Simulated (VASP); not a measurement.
# S on W(100): which site?, part 2 of 2

Where does S sit on W(100), and how strongly does it bind?

VASP 6.6.1, plane waves and PAW; the level of theory is named at each step.

So far. Step 6 (Relaxing the atoms): Energy at zero smearing: -32.90243 eV. Step 7 (Relaxing the adsorbate, site ontop): The run ended after 21 ionic steps, 1.940 eV below its first step, once the forces on the free atoms met EDIFFG = -0.03.

## (8) Potential and states with the adsorbate, site ontop

A static run like the clean slab's shows how the vacuum level shifts, by charge transfer, by any dipole of the adsorbate and by the slab's own rearrangement.

INCAR reads:

```
SYSTEM = W16S
PREC = Normal
ENCUT = 320
EDIFF = 1E-06
NELM = 120
ISMEAR = 1
SIGMA = 0.15
LREAL = Auto
ALGO = Fast
GGA = PE
NBANDS = 68
LASPH = .TRUE.
LORBIT = 11
LWAVE = .FALSE.
LCHARG = .FALSE.
KPAR = 2
NCORE = 2
IDIPOL = 3
LDIPOL = .TRUE.
DIPOL = 0.5 0.5 0.514
LVHAR = .TRUE.
LVACPOTAV = .TRUE.
NEDOS = 1500
```

POSCAR reads:

```
W16S
1.0
    6.3441232764      0.0000000000      0.0000000000
    0.0000000000      6.3441232764      0.0000000000
    0.0000000000      0.0000000000     19.7580924573
W S
16 1
Selective dynamics
Direct
    0.2500000000      0.2500000000      0.3795913000  F F F
    0.7500000000      0.2500000000      0.3795913000  F F F
    0.2500000000      0.7500000000      0.3795913000  F F F
    0.7500000000      0.7500000000      0.3795913000  F F F
    0.0000000000      0.0000000000      0.4598637700  F F F
    0.5000000000      0.0000000000      0.4598637700  F F F
    0.0000000000      0.5000000000      0.4598637700  F F F
    0.5000000000      0.5000000000      0.4598637700  F F F
    0.2504551847      0.2504551847      0.5433581166  T T T
    0.7495448153      0.2504551847      0.5433581166  T T T
    0.2504551847      0.7495448153      0.5433581166  T T T
    0.7495448153      0.7495448153      0.5433581166  T T T
    0.0000000000      0.0000000000      0.6285827280  T T T
    0.5000000000      0.0000000000      0.6133495182  T T T
    0.0000000000      0.5000000000      0.6133495182  T T T
    0.5000000000      0.5000000000      0.6097733185  T T T
    0.0000000000      0.0000000000      0.7381883704  T T T
```

KPOINTS reads:

```
Automatic mesh
0
Gamma
4 4 1
0 0 0
```

PAW data sets: W and S (PBE family, release 64).

Launch:

```sh
mpirun -np 4 vasp_std
```

Run time: 64 s. Hardware: 4 MPI ranks of Intel Xeon Platinum 8488C (Sapphire Rapids), shared host; peak memory 0.84 GiB; 3.9 min of CPU time.

This step gave:

```yaml
electronic_cycles: 32
fermi_energy: -0.3064 eV
dipole_moment: 0, 0, 0.1586 e·Å
vacuum_levels: 4.598, 3.885 eV
work_functions_of_the_upper_and_lower_face: 4.904, 4.191 eV
```

Zero at the Fermi level. Planar average of the electrostatic potential against height:

```csv
height (Å),planar average of the electrostatic potential (eV)
0.0,4.80
0.5,4.25
1.0,4.19
1.5,4.19
2.0,4.19
2.5,4.19
3.0,4.19
3.5,4.19
4.0,4.17
4.5,4.14
5.0,4.02
5.5,3.68
6.0,2.65
6.5,-0.339
7.0,-4.96
7.5,-7.48
8.0,-6.63
8.5,-6.54
9.0,-8.00
9.5,-7.19
10.0,-6.46
10.5,-7.85
11.0,-8.44
11.5,-8.02
12.0,-7.88
12.5,-6.19
13.0,-2.03
13.5,1.86
14.0,2.16
14.5,0.395
15.0,1.89
15.5,4.24
16.0,4.76
16.5,4.87
17.0,4.90
17.5,4.90
18.0,4.90
18.5,4.90
19.0,4.90
19.5,4.90
```

Density of states in the PAW spheres, an atom over height of the layer and energy from the Fermi level.

Ten even steps from '_' (0.00 states/eV) to '@' (2.25 states/eV), each cell a mean:
```
==....==::::__
%%--::##**==__
@@==::%%%%##__
==::::--==::__
------::--::__
----==::--::..
==========--::
++******++==--
==******++%%##
::====----%%++
::====--::--..
==++==------..
..::====----__
..----::::..__
..--==::::..__
__........____
__....________
______________
______________
______________
______________
______________
```
Columns: height of the layer (Å) from 7.5 to 14.6 (not evenly spaced); rows upwards: energy from the Fermi level (eV) from -7.9 to 0.5.

Force by atom:

```csv
atom,x (eV/Å),y (eV/Å),z (eV/Å),size
W1,0.04,0.04,2.12,2.12
W2,-0.04,0.04,2.12,2.12
W3,0.04,-0.04,2.12,2.12
W4,-0.04,-0.04,2.12,2.12
W5,0.00,0.00,-1.53,1.53
W6,0.00,0.00,-2.15,2.15
W7,0.00,0.00,-2.15,2.15
W8,0.00,0.00,-2.73,2.73
W9,0.00,0.00,0.00,0.00
W10,0.00,0.00,0.00,0.00
W11,0.00,0.00,0.00,0.00
W12,0.00,0.00,0.00,0.00
W13,0.00,0.00,0.01,0.01
W14,0.00,0.00,0.03,0.03
W15,0.00,0.00,0.03,0.03
W16,0.00,0.00,-0.01,0.01
S17,0.00,0.00,0.00,0.00
```

The map of layer states is cut here 0.5 eV above the Fermi level, so it leaves out the states above that.

At the end the adsorbate's closest contact with the slab is S-W at 2.17 Å, nearly straight above the slab's atom, and its lowest atom lies 2.17 Å above the highest atom of the slab.

The vacuum level lies 4.90 eV above the Fermi level at the upper face; the two faces differ by 0.71 eV, the step that the slab's dipole of 0.159 e·Å makes.

VASP counts the dipole in electrons times Å, so a positive number points the physical dipole along −c.

The program warns that it found no field-free vacuum at its default tolerance, so these levels carry more doubt.

On this mesh the fine structure of the density of states is sampling noise, and high empty states may be cut by the number of bands.

## (9) Relaxing the adsorbate, site hollow

INCAR reads:

```
SYSTEM = W16S
PREC = Normal
ENCUT = 320
EDIFF = 1E-05
NELM = 120
ISMEAR = 1
SIGMA = 0.15
LREAL = Auto
ALGO = Fast
GGA = PE
NBANDS = 68
LASPH = .TRUE.
LORBIT = 11
LWAVE = .FALSE.
LCHARG = .FALSE.
KPAR = 2
NCORE = 2
IBRION = 2
NSW = 50
ISIF = 2
EDIFFG = -0.03
POTIM = 0.4
MAXMIX = 40
IDIPOL = 3
LDIPOL = .TRUE.
DIPOL = 0.5 0.5 0.509
```

POSCAR reads:

```
W16S
1.0
    6.3441232764      0.0000000000      0.0000000000
    0.0000000000      6.3441232764      0.0000000000
    0.0000000000      0.0000000000     19.7580924573
W S
16 1
Selective dynamics
Direct
    0.2500000000      0.2500000000      0.3795913000  F F F
    0.7500000000      0.2500000000      0.3795913000  F F F
    0.2500000000      0.7500000000      0.3795913000  F F F
    0.7500000000      0.7500000000      0.3795913000  F F F
    0.0000000000      0.0000000000      0.4598637700  F F F
    0.5000000000      0.0000000000      0.4598637700  F F F
    0.0000000000      0.5000000000      0.4598637700  F F F
    0.5000000000      0.5000000000      0.4598637700  F F F
    0.2500000000      0.2500000000      0.5438485600  T T T
    0.7500000000      0.2500000000      0.5438485600  T T T
    0.2500000000      0.7500000000      0.5438485600  T T T
    0.7500000000      0.7500000000      0.5438485600  T T T
    0.0000000000      0.0000000000      0.6136433800  T T T
    0.5000000000      0.0000000000      0.6136433800  T T T
    0.0000000000      0.5000000000      0.6136433800  T T T
    0.5000000000      0.5000000000      0.6136433800  T T T
    0.2500000000      0.2500000000      0.6718473800  T T T
```

KPOINTS is that of step 8.

Launch:

```sh
mpirun -np 4 vasp_std
```

Elapsed: 2.1 min, on 4 MPI ranks; peak memory 0.91 GiB.

The steps of the relaxation:

```csv
step,energy less that of the first step (eV),largest force (eV/Å)
1,0.0000,1.3743
2,-0.0847,0.2595
3,-0.0848,0.2473
4,-0.0895,0.1811
5,-0.0929,0.1013
6,-0.0938,0.0196
```

The atoms that moved most (Å):

```csv
atom,dx,dy,dz,length
W9,0.000,0.000,-0.051,0.051
W12,0.000,0.000,-0.038,0.038
W15,-0.013,0.013,0.032,0.037
W14,0.013,-0.013,0.032,0.037
W13,-0.013,-0.013,0.032,0.037
W16,0.013,0.013,0.032,0.037
S17,0.000,0.000,-0.030,0.030
```

The relaxed structure:

```xyz
17
Lattice="6.3441 0.0000 0.0000 0.0000 6.3441 0.0000 0.0000 0.0000 19.7581" Properties=species:S:1:pos:R:3
W     1.5860    1.5860    7.5000
W     4.7581    1.5860    7.5000
W     1.5860    4.7581    7.5000
W     4.7581    4.7581    7.5000
W     0.0000    0.0000    9.0860
W     3.1721    0.0000    9.0860
W     0.0000    3.1721    9.0860
W     3.1721    3.1721    9.0860
W     1.5860    1.5860   10.6941
W     4.7581    1.5860   10.7414
W     1.5860    4.7581   10.7414
W     4.7581    4.7581   10.7071
W    -0.0129   -0.0129   12.1561
W     3.1850   -0.0129   12.1561
W    -0.0129    3.1850   12.1561
W     3.1850    3.1850   12.1561
S     1.5860    1.5860   13.2442
```

The run ended after 6 ionic steps, 0.094 eV below its first step, once the forces on the free atoms met EDIFFG = -0.03.

## (10) Potential and states with the adsorbate, site hollow

INCAR reads:

```
SYSTEM = W16S
PREC = Normal
ENCUT = 320
EDIFF = 1E-06
NELM = 120
ISMEAR = 1
SIGMA = 0.15
LREAL = Auto
ALGO = Fast
GGA = PE
NBANDS = 68
LASPH = .TRUE.
LORBIT = 11
LWAVE = .FALSE.
LCHARG = .FALSE.
KPAR = 2
NCORE = 2
IDIPOL = 3
LDIPOL = .TRUE.
DIPOL = 0.5 0.5 0.509
LVHAR = .TRUE.
LVACPOTAV = .TRUE.
NEDOS = 1500
```

POSCAR reads:

```
W16S
1.0
    6.3441232764      0.0000000000      0.0000000000
    0.0000000000      6.3441232764      0.0000000000
    0.0000000000      0.0000000000     19.7580924573
W S
16 1
Selective dynamics
Direct
    0.2500000000      0.2500000000      0.3795913000  F F F
    0.7500000000      0.2500000000      0.3795913000  F F F
    0.2500000000      0.7500000000      0.3795913000  F F F
    0.7500000000      0.7500000000      0.3795913000  F F F
    0.0000000000      0.0000000000      0.4598637700  F F F
    0.5000000000      0.0000000000      0.4598637700  F F F
    0.0000000000      0.5000000000      0.4598637700  F F F
    0.5000000000      0.5000000000      0.4598637700  F F F
    0.2500000000      0.2500000000      0.5412492731  T T T
    0.7500000000      0.2500000000      0.5436461482  T T T
    0.2500000000      0.7500000000      0.5436461482  T T T
    0.7500000000      0.7500000000      0.5419099391  T T T
    0.9979598237      0.9979598237      0.6152486717  T T T
    0.5020401763      0.9979598237      0.6152486717  T T T
    0.9979598237      0.5020401763      0.6152486717  T T T
    0.5020401763      0.5020401763      0.6152486717  T T T
    0.2500000000      0.2500000000      0.6703152537  T T T
```

KPOINTS is that of step 9.

Launch:

```sh
mpirun -np 4 vasp_std
```

The job ended after 63 s (4 MPI ranks; peak memory 0.85 GiB).

Zero at the Fermi level. Planar average of the electrostatic potential against height:

height (Å), planar average of the electrostatic potential (eV) and a bar from the least value:
```
      0.0       3.99 ##############################
      0.5       4.17 ##############################
      1.0       4.17 ##############################
      1.5       4.17 ##############################
      2.0       4.17 ##############################
      2.5       4.17 ##############################
      3.0       4.17 ##############################
      3.5       4.17 ##############################
      4.0       4.15 ##############################
      4.5       4.12 ##############################
      5.0       4.00 ##############################
      5.5       3.65 #############################
      6.0       2.62 ##########################
      6.5      -0.36 ###################
      7.0      -4.96 ########
      7.5      -7.48 ##
      8.0      -6.63 ####
      8.5      -6.53 ####
      9.0      -8.03 #
      9.5      -7.31 ###
     10.0      -6.67 ####
     10.5      -7.95 #
     11.0      -8.32 
     11.5      -8.10 #
     12.0      -8.38 
     12.5      -7.20 ###
     13.0      -5.26 #######
     13.5      -1.51 ################
     14.0       2.35 ##########################
     14.5       3.54 ############################
     15.0       3.82 #############################
     15.5       3.88 #############################
     16.0       3.90 #############################
     16.5       3.91 #############################
     17.0       3.91 #############################
     17.5       3.91 #############################
     18.0       3.91 #############################
     18.5       3.91 #############################
     19.0       3.91 #############################
     19.5       3.91 #############################
```

The map of layer states is cut here 0.5 eV above the Fermi level, so it leaves out the states above that.

At the end the adsorbate's closest contact with the slab is S-W at 2.51 Å, 2.26 Å to the side of the slab's atom, and its lowest atom lies 1.09 Å above the highest atom of the slab.

The vacuum level lies 3.91 eV above the Fermi level at the upper face; the two faces differ by 0.26 eV, the step that the slab's dipole of -0.059 e·Å makes.

VASP counts the dipole in electrons times Å, so a positive number points the physical dipole along −c.

The program found no field-free point at its default tolerance, but its printed level agrees with the flat part of the planar average.

On this mesh the fine structure of the density of states is sampling noise, and high empty states may be cut by the number of bands.

## (11) Relaxing the adsorbate, site bridge

INCAR reads:

```
SYSTEM = W16S
PREC = Normal
ENCUT = 320
EDIFF = 1E-05
NELM = 120
ISMEAR = 1
SIGMA = 0.15
LREAL = Auto
ALGO = Fast
GGA = PE
NBANDS = 68
LASPH = .TRUE.
LORBIT = 11
LWAVE = .FALSE.
LCHARG = .FALSE.
KPAR = 2
NCORE = 2
IBRION = 2
NSW = 50
ISIF = 2
EDIFFG = -0.03
POTIM = 0.4
MAXMIX = 40
IDIPOL = 3
LDIPOL = .TRUE.
DIPOL = 0.5 0.5 0.51
```

POSCAR reads:

```
W16S
1.0
    6.3441232764      0.0000000000      0.0000000000
    0.0000000000      6.3441232764      0.0000000000
    0.0000000000      0.0000000000     19.7580924573
W S
16 1
Selective dynamics
Direct
    0.2500000000      0.2500000000      0.3795913000  F F F
    0.7500000000      0.2500000000      0.3795913000  F F F
    0.2500000000      0.7500000000      0.3795913000  F F F
    0.7500000000      0.7500000000      0.3795913000  F F F
    0.0000000000      0.0000000000      0.4598637700  F F F
    0.5000000000      0.0000000000      0.4598637700  F F F
    0.0000000000      0.5000000000      0.4598637700  F F F
    0.5000000000      0.5000000000      0.4598637700  F F F
    0.2500000000      0.2500000000      0.5438485600  T T T
    0.7500000000      0.2500000000      0.5438485600  T T T
    0.2500000000      0.7500000000      0.5438485600  T T T
    0.7500000000      0.7500000000      0.5438485600  T T T
    0.0000000000      0.0000000000      0.6136433800  T T T
    0.5000000000      0.0000000000      0.6136433800  T T T
    0.0000000000      0.5000000000      0.6136433800  T T T
    0.5000000000      0.5000000000      0.6136433800  T T T
    0.2500000000      0.0000000000      0.6845004200  T T T
```

KPOINTS is that of step 10.

Launch:

```sh
mpirun -np 4 vasp_std
```

Elapsed: 13 min, on 4 MPI ranks; peak memory 0.96 GiB.

The run keeps the 4 symmetry operations of its start, so it cannot find a distortion of lower symmetry.

Relaxation path (22 of 28):

```csv
step,energy less that of the first step (eV),largest force (eV/Å)
1,0.0000,6.7485
2,-0.8889,2.1226
4,-1.1071,0.7351
5,-1.1351,0.8405
6,-1.2359,0.5507
7,-1.3417,0.3409
9,-1.3735,0.3689
10,-1.3770,0.4318
11,-1.4033,0.2477
13,-1.4388,0.2065
14,-1.4390,0.2040
15,-1.4501,0.1613
16,-1.4516,0.2185
18,-1.4610,0.1964
19,-1.4655,0.1565
20,-1.4684,0.1921
22,-1.4725,0.1835
23,-1.4756,0.1479
24,-1.4797,0.2646
25,-1.4822,0.1668
27,-1.4859,0.0512
28,-1.4863,0.0298
```

The atoms that moved most (Å):

```csv
atom,dx,dy,dz,length
S17,0.000,0.000,0.724,0.724
W14,-0.267,0.000,0.174,0.318
W13,0.267,0.000,0.174,0.318
W15,-0.114,0.000,-0.043,0.122
W16,0.114,0.000,-0.043,0.122
W11,0.000,-0.007,-0.062,0.062
W9,0.000,0.007,-0.062,0.062
W10,0.000,-0.014,-0.007,0.015
```

The relaxed structure:

```cif
data_structure
_symmetry_space_group_name_H-M 'P 1'
_symmetry_Int_Tables_number 1
_cell_length_a 6.3441
_cell_length_b 6.3441
_cell_length_c 19.7581
_cell_angle_alpha 90.000
_cell_angle_beta 90.000
_cell_angle_gamma 90.000
_cell_volume 795.22
loop_
_atom_site_label
_atom_site_type_symbol
_atom_site_fract_x
_atom_site_fract_y
_atom_site_fract_z
_atom_site_occupancy
W1 W 0.25000 0.25000 0.37959 1
W2 W 0.75000 0.25000 0.37959 1
W3 W 0.25000 0.75000 0.37959 1
W4 W 0.75000 0.75000 0.37959 1
W5 W 0.00000 0.00000 0.45986 1
W6 W 0.50000 0.00000 0.45986 1
W7 W 0.00000 0.50000 0.45986 1
W8 W 0.50000 0.50000 0.45986 1
W9 W 0.25000 0.25106 0.54071 1
W10 W 0.75000 0.24784 0.54351 1
W11 W 0.25000 0.74894 0.54071 1
W12 W 0.75000 0.75216 0.54351 1
W13 W 0.04203 0.00000 0.62246 1
W14 W 0.45797 0.00000 0.62246 1
W15 W 0.98199 0.50000 0.61146 1
W16 W 0.51801 0.50000 0.61146 1
S17 S 0.25000 0.00000 0.72114 1
```

The run ended after 28 ionic steps, 1.486 eV below its first step, once the forces on the free atoms met EDIFFG = -0.03.

## (12) Potential and states with the adsorbate, site bridge

INCAR reads:

```
SYSTEM = W16S
PREC = Normal
ENCUT = 320
EDIFF = 1E-06
NELM = 120
ISMEAR = 1
SIGMA = 0.15
LREAL = Auto
ALGO = Fast
GGA = PE
NBANDS = 68
LASPH = .TRUE.
LORBIT = 11
LWAVE = .FALSE.
LCHARG = .FALSE.
KPAR = 2
NCORE = 2
IDIPOL = 3
LDIPOL = .TRUE.
DIPOL = 0.5 0.5 0.513
LVHAR = .TRUE.
LVACPOTAV = .TRUE.
NEDOS = 1500
```

POSCAR reads:

```
W16S
1.0
    6.3441232764      0.0000000000      0.0000000000
    0.0000000000      6.3441232764      0.0000000000
    0.0000000000      0.0000000000     19.7580924573
W S
16 1
Selective dynamics
Direct
    0.2500000000      0.2500000000      0.3795913000  F F F
    0.7500000000      0.2500000000      0.3795913000  F F F
    0.2500000000      0.7500000000      0.3795913000  F F F
    0.7500000000      0.7500000000      0.3795913000  F F F
    0.0000000000      0.0000000000      0.4598637700  F F F
    0.5000000000      0.0000000000      0.4598637700  F F F
    0.0000000000      0.5000000000      0.4598637700  F F F
    0.5000000000      0.5000000000      0.4598637700  F F F
    0.2500000000      0.2510583139      0.5407107667  T T T
    0.7500000000      0.2478398621      0.5435098215  T T T
    0.2500000000      0.7489416861      0.5407107667  T T T
    0.7500000000      0.7521601379      0.5435098215  T T T
    0.0420301860      0.0000000000      0.6224577119  T T T
    0.4579698140      0.0000000000      0.6224577119  T T T
    0.9819937515      0.5000000000      0.6114643701  T T T
    0.5180062485      0.5000000000      0.6114643701  T T T
    0.2500000000      0.0000000000      0.7211406069  T T T
```

KPOINTS is that of step 11.

Launch:

```sh
mpirun -np 4 vasp_std
```

It took 1.7 min on 4 MPI ranks; peak memory 0.91 GiB.

The map of layer states is cut here 0.5 eV above the Fermi level, so it leaves out the states above that.

At the end the adsorbate's closest contact with the slab is S-W at 2.35 Å, 1.32 Å to the side of the slab's atom, and its lowest atom lies 1.95 Å above the highest atom of the slab.

The vacuum level lies 4.77 eV above the Fermi level at the upper face; the two faces differ by 0.52 eV, the step that the slab's dipole of 0.116 e·Å makes.

VASP counts the dipole in electrons times Å, so a positive number points the physical dipole along −c.

The program warns that it found no field-free vacuum at its default tolerance, so these levels carry more doubt.

On this mesh the fine structure of the density of states is sampling noise, and high empty states may be cut by the number of bands.

## (13) The sites side by side

This step: adsorption sites, PBE; plane waves and PAW (VASP 6.6.1).

No new run; the numbers come from the runs before.

The site's symmetry is kept, so a site may be a saddle point. All sites:

```csv
site,adsorption energy (eV),height over the top layer (Å),shortest distance to the metal (Å),bond in the molecule (Å),change of the work function (eV),sideways move (Å)
ontop,-2.166,2.409,2.166,-,0.7894,0
hollow,-3.999,1.088,2.509,-,-0.2085,0
bridge,-2.962,2.058,2.354,-,0.6563,0
```

Each adsorption energy is the energy with the adsorbate less the clean slab (-187.058 eV) and the reference (-4.113 eV, an eighth of S8).

## (14) Outcome

```
ontop start  : -2.17 eV
hollow start : -4.00 eV
bridge start : -2.96 eV
```

In words: Among the starts that kept their site, S is lowest at the hollow site of W(100), at -4.00 eV against an eighth of S8; bridge lies 1.04 eV higher and ontop lies 1.83 eV higher. At that site the work function falls by 0.21 eV from 4.12 eV. Symmetry was kept, so any start that stayed on its site may sit on a saddle point. The slab is thin, and zero-point and thermal parts are left out.

[Lines on the potential files, build, host, timing and source positions are cut from VASP's logs without a mark.]

[Logs are printed without paths, hosts, clocks, repeated set-up lines and the standing remarks that a program may print on its own settings, such as how far it seeks lower states.]

[Hosts, paths, dates, database ids (printed as entryN), source tags and the programs' standing remarks are cut or masked in the printed files.]

[Runs that stopped without an error message from VASP are left out.]
